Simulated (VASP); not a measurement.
OSZICAR of a VASP run on Pr (space group P6_3/mmc):

OSZICAR:
```
       N       E                     dE             d eps       ncg     rms          rms(c)
DAV:   1     0.265354498080E+03    0.26535E+03   -0.72813E+03  9168   0.128E+03
DAV:   2     0.287410003880E+02   -0.23661E+03   -0.23377E+03 13152   0.409E+02
DAV:   3    -0.107979029535E+02   -0.39539E+02   -0.38152E+02 15643   0.171E+02
DAV:   4    -0.153122743631E+02   -0.45144E+01   -0.43794E+01 17500   0.504E+01
DAV:   5    -0.159019092689E+02   -0.58963E+00   -0.57493E+00 14784   0.133E+01    0.514E+01
DAV:   6    -0.389486180391E+02   -0.23047E+02   -0.49609E+02 13677   0.109E+02    0.513E+01
DAV:   7    -0.493977772968E+01    0.34009E+02   -0.76167E+01 14698   0.781E+01    0.136E+01
DAV:   8    -0.105243287656E+02   -0.55846E+01   -0.49464E+01 17315   0.266E+01    0.156E+01
DAV:   9    -0.109610871595E+02   -0.43676E+00   -0.64867E+00 16671   0.123E+01    0.109E+01
DAV:  10    -0.107310336142E+02    0.23005E+00   -0.18679E+00 16340   0.104E+01    0.424E+00
DAV:  11    -0.107713275293E+02   -0.40294E-01   -0.29794E-01 15574   0.268E+00    0.407E+00
DAV:  12    -0.107187564101E+02    0.52571E-01   -0.20343E-01 16304   0.305E+00    0.551E+00
DAV:  13    -0.107489802412E+02   -0.30224E-01   -0.10731E-01 16552   0.161E+00    0.513E+00
DAV:  14    -0.107937105121E+02   -0.44730E-01   -0.11324E-01 16016   0.156E+00    0.332E+00
DAV:  15    -0.108744628865E+02   -0.80752E-01   -0.43823E-01 15215   0.380E+00    0.161E+00
DAV:  16    -0.109046657081E+02   -0.30203E-01   -0.15290E-01 17948   0.164E+00    0.181E+00
DAV:  17    -0.109119509324E+02   -0.72852E-02   -0.86995E-02 15586   0.996E-01    0.149E+00
DAV:  18    -0.109137254175E+02   -0.17745E-02   -0.60964E-02 18111   0.644E-01    0.128E+00
DAV:  19    -0.109133246798E+02    0.40074E-03   -0.44234E-02 15138   0.501E-01    0.152E+00
DAV:  20    -0.109411535886E+02   -0.27829E-01   -0.92154E-02 16920   0.172E+00    0.363E+00
DAV:  21    -0.109532681074E+02   -0.12115E-01   -0.55446E-02 16392   0.807E-01    0.272E+00
DAV:  22    -0.109610199269E+02   -0.77518E-02   -0.47901E-02 16616   0.666E-01    0.249E+00
DAV:  23    -0.109684605806E+02   -0.74407E-02   -0.40942E-02 16085   0.514E-01    0.222E+00
DAV:  24    -0.109692886015E+02   -0.82802E-03   -0.31463E-02 17112   0.392E-01    0.217E+00
DAV:  25    -0.109709207192E+02   -0.16321E-02   -0.26005E-02 16565   0.336E-01    0.190E+00
DAV:  26    -0.109705115061E+02    0.40921E-03   -0.20504E-02 16000   0.250E-01    0.182E+00
DAV:  27    -0.109546518561E+02    0.15860E-01   -0.16739E-02 15904   0.527E-01    0.154E+00
DAV:  28    -0.109412299156E+02    0.13422E-01   -0.13714E-02 15648   0.474E-01    0.123E+00
DAV:  29    -0.109394841916E+02    0.17457E-02   -0.86581E-03 17344   0.252E-01    0.117E+00
DAV:  30    -0.109369698320E+02    0.25144E-02   -0.70877E-03 17221   0.212E-01    0.113E+00
DAV:  31    -0.109253956093E+02    0.11574E-01   -0.82524E-03 15512   0.358E-01    0.125E+00
DAV:  32    -0.108982815864E+02    0.27114E-01   -0.17529E-02 15421   0.679E-01    0.121E+00
DAV:  33    -0.108884304908E+02    0.98511E-02   -0.13546E-02 16335   0.479E-01    0.103E+00
DAV:  34    -0.108771765668E+02    0.11254E-01   -0.16661E-02 16344   0.483E-01    0.100E+00
DAV:  35    -0.109355971798E+02   -0.58421E-01   -0.21660E-02 15669   0.114E+00    0.875E-01
DAV:  36    -0.108854026304E+02    0.50195E-01   -0.22457E-02 16194   0.100E+00    0.900E-01
DAV:  37    -0.109123131192E+02   -0.26910E-01   -0.64990E-03 15328   0.463E-01    0.848E-01
DAV:  38    -0.109136552049E+02   -0.13421E-02   -0.26527E-03 17296   0.106E-01    0.840E-01
DAV:  39    -0.109162500813E+02   -0.25949E-02   -0.18093E-03 15599   0.982E-02    0.831E-01
DAV:  40    -0.109277220610E+02   -0.11472E-01   -0.36394E-03 15336   0.299E-01    0.797E-01
DAV:  41    -0.109847520791E+02   -0.57030E-01   -0.30843E-01 15621   0.330E+00    0.962E-01
DAV:  42    -0.110081681656E+02   -0.23416E-01   -0.43892E-02 17418   0.114E+00    0.577E-01
DAV:  43    -0.110180525246E+02   -0.98844E-02   -0.15828E-01 15472   0.211E+00    0.962E-01
DAV:  44    -0.110334686424E+02   -0.15416E-01   -0.46632E-02 17976   0.908E-01    0.481E-01
DAV:  45    -0.110375603479E+02   -0.40917E-02   -0.22947E-02 17048   0.476E-01    0.498E-01
DAV:  46    -0.110377451052E+02   -0.18476E-03   -0.14324E-02 16425   0.309E-01    0.459E-01
DAV:  47    -0.110407381717E+02   -0.29931E-02   -0.14744E-02 15472   0.384E-01    0.506E-01
DAV:  48    -0.110407196338E+02    0.18538E-04   -0.92879E-03 16126   0.243E-01    0.434E-01
DAV:  49    -0.110427613381E+02   -0.20417E-02   -0.85766E-03 15557   0.245E-01    0.501E-01
DAV:  50    -0.110448090522E+02   -0.20477E-02   -0.10060E-02 16145   0.418E-01    0.944E-01
DAV:  51    -0.110405370366E+02    0.42720E-02   -0.20723E-02 15501   0.814E-01    0.195E+00
DAV:  52    -0.110407491752E+02   -0.21214E-03   -0.10153E-02 17965   0.371E-01    0.195E+00
DAV:  53    -0.110414865035E+02   -0.73733E-03   -0.66441E-03 17511   0.185E-01    0.189E+00
DAV:  54    -0.110427188659E+02   -0.12324E-02   -0.44165E-03 16376   0.109E-01    0.182E+00
DAV:  55    -0.110435331653E+02   -0.81430E-03   -0.32551E-03 12869   0.740E-02    0.186E+00
DAV:  56    -0.110378602672E+02    0.56729E-02   -0.50452E-03 15340   0.375E-01    0.241E+00
DAV:  57    -0.110427283460E+02   -0.48681E-02   -0.33356E-03 16062   0.289E-01    0.272E+00
DAV:  58    -0.110381770285E+02    0.45513E-02   -0.31616E-03 15642   0.273E-01    0.284E+00
DAV:  59    -0.110461335084E+02   -0.79565E-02   -0.69227E-03 16142   0.612E-01    0.304E+00
DAV:  60    -0.110471826315E+02   -0.10491E-02   -0.36816E-03 16271   0.325E-01    0.272E+00
DAV:  61    -0.110474230819E+02   -0.24045E-03   -0.35807E-03 15736   0.307E-01    0.139E+00
DAV:  62    -0.110461160499E+02    0.13070E-02   -0.45283E-03 16444   0.480E-01    0.973E-01
DAV:  63    -0.110478933123E+02   -0.17773E-02   -0.19693E-03 15145   0.227E-01    0.874E-01
DAV:  64    -0.110422136100E+02    0.56797E-02   -0.64955E-03 15464   0.567E-01    0.101E+00
DAV:  65    -0.110410152563E+02    0.11984E-02   -0.26689E-03 16734   0.244E-01    0.103E+00
DAV:  66    -0.110402798461E+02    0.73541E-03   -0.18988E-03 18181   0.139E-01    0.120E+00
DAV:  67    -0.110462536683E+02   -0.59738E-02   -0.28339E-03 15456   0.365E-01    0.981E-01
DAV:  68    -0.110472873841E+02   -0.10337E-02   -0.20513E-03 16776   0.148E-01    0.883E-01
DAV:  69    -0.110473627214E+02   -0.75337E-04   -0.11252E-03 15771   0.606E-02    0.798E-01
DAV:  70    -0.110488481721E+02   -0.14855E-02   -0.14829E-03 15669   0.209E-01    0.574E-01
DAV:  71    -0.110494173622E+02   -0.56919E-03   -0.11911E-03 16717   0.175E-01    0.422E-01
DAV:  72    -0.110494443547E+02   -0.26992E-04   -0.66145E-04 16564   0.940E-02    0.219E-01
DAV:  73    -0.110494068114E+02    0.37543E-04   -0.54287E-04 16863   0.668E-02    0.865E-02
DAV:  74    -0.110496972223E+02   -0.29041E-03   -0.59946E-04 15493   0.918E-02    0.566E-02
DAV:  75    -0.110497478779E+02   -0.50656E-04   -0.38604E-04 12452   0.357E-02    0.796E-02
DAV:  76    -0.110498451148E+02   -0.97237E-04   -0.37618E-04 16146   0.618E-02    0.688E-02
DAV:  77    -0.110498731632E+02   -0.28048E-04   -0.28338E-04 12198   0.268E-02    0.624E-02
DAV:  78    -0.110499192814E+02   -0.46118E-04   -0.25594E-04 12568   0.346E-02    0.370E-02
DAV:  79    -0.110499505320E+02   -0.31251E-04   -0.21570E-04 11854   0.274E-02    0.356E-02
DAV:  80    -0.110499711272E+02   -0.20595E-04   -0.18490E-04 10935   0.236E-02    0.340E-02
DAV:  81    -0.110499826242E+02   -0.11497E-04   -0.16373E-04 10312   0.213E-02    0.363E-02
DAV:  82    -0.110500096873E+02   -0.27063E-04   -0.15242E-04 11166   0.266E-02    0.273E-02
DAV:  83    -0.110500278588E+02   -0.18171E-04   -0.14262E-04 12893   0.332E-02    0.181E-02
DAV:  84    -0.110500412319E+02   -0.13373E-04   -0.12614E-04 11504   0.298E-02    0.211E-02
DAV:  85    -0.110500543893E+02   -0.13157E-04   -0.11510E-04 10382   0.273E-02    0.250E-02
DAV:  86    -0.110500603248E+02   -0.59354E-05   -0.12717E-04 14920   0.406E-02    0.400E-02
DAV:  87    -0.110500750462E+02   -0.14721E-04   -0.10478E-04 10347   0.177E-02    0.255E-02
DAV:  88    -0.110500848068E+02   -0.97606E-05   -0.98089E-05  9445   0.136E-02    0.133E-02
DAV:  89    -0.110500936105E+02   -0.88037E-05   -0.94164E-05  9639   0.151E-02    0.912E-03
DAV:  90    -0.110501015126E+02   -0.79021E-05   -0.90308E-05  8614   0.134E-02    0.453E-03
DAV:  91    -0.110501121649E+02   -0.10652E-04   -0.87836E-05  7703   0.141E-02    0.478E-03
DAV:  92    -0.110501210025E+02   -0.88376E-05   -0.89418E-05  7019   0.896E-03    0.264E-03
DAV:  93    -0.110501302616E+02   -0.92591E-05   -0.89509E-05  6859   0.109E-02    0.267E-03
DAV:  94    -0.110501394282E+02   -0.91666E-05   -0.87836E-05  6595   0.704E-03    0.221E-03
DAV:  95    -0.110501481100E+02   -0.86818E-05   -0.86771E-05  6438   0.844E-03    0.291E-03
DAV:  96    -0.110501569002E+02   -0.87902E-05   -0.90497E-05  6276   0.648E-03    0.114E-03
DAV:  97    -0.110501660177E+02   -0.91175E-05   -0.86579E-05  6191   0.773E-03    0.249E-03
DAV:  98    -0.110501741851E+02   -0.81674E-05   -0.81395E-05  6108   0.527E-03    0.223E-03
DAV:  99    -0.110501822250E+02   -0.80399E-05   -0.78775E-05  6068   0.644E-03    0.330E-03
DAV: 100    -0.110501896481E+02   -0.74231E-05   -0.73093E-05  6005   0.452E-03
   1 F= -.11050190E+02 E0= -.10824081E+02  d E =-.452217E+00  mag=     5.7952
```

Q: Which electronic solver shows in the log?

A: It is blocked Davidson (ALGO = Normal, or the opening steps of other solvers). The INCAR had ALGO = Normal.

Q: How was spin treated?

A: Collinear spin (ISPIN = 2): the summary line carries one mag value, 5.80 μB in the cell.

Q: Can the final energy be trusted as converged?

A: Convergence was not reached. It stopped with EDIFF = 1E-6, NELM = 100 (PBE GGA, plane waves, VASP's PBE PAW potentials (set 64)).

The structure was generated: Pr was put into an ordered model structure, which need not be its known phase. The cell was not relaxed at this level. VASP warned that the highest band is occupied, so more bands are needed.
